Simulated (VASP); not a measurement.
Here is the system:

```xyz
2
Lattice="1.3800 -2.3902 0.0000 1.3800 2.3902 0.0000 0.0000 0.0000 4.4600" Properties=species:S:1:pos:R:3 pbc="T T T"
Re     1.3800     0.7967     1.1150
Re     1.3800    -0.7967     3.3450
```

Computed with revPBE GGA, VASP's PBE PAW potentials (set 64) (plane waves; VASP). Numerical set-up: 520 eV cut-off, 14×14×8 Γ-centred mesh, first-order Methfessel-Paxton smearing of 0.10 eV, potentials Re.

Energy and stress use the plane-wave basis of the starting cell.

Question: The ions, cell shape and volume are relaxed. Which structure does the run end with?

Answer: 
```xyz
2
Lattice="1.3894 -2.4065 0.0000 1.3894 2.4065 0.0000 0.0000 0.0000 4.4966" Properties=species:S:1:pos:R:3 pbc="T T T"
Re     1.3894     0.8022     1.1241
Re     1.3894    -0.8022     3.3724
```
Space group P6_3/mmc (194), at a tolerance of 0.03 Å.

Question: How do energy and volume change from the first to the last step?

Answer: The energy (σ→0) changes by -8.3 meV/atom and the volume by +2.2 %, in 6 ionic steps.

The compound is Re in the hcp structure. This run relaxes it. Symmetry was kept, so distortions that lower it aren't found.
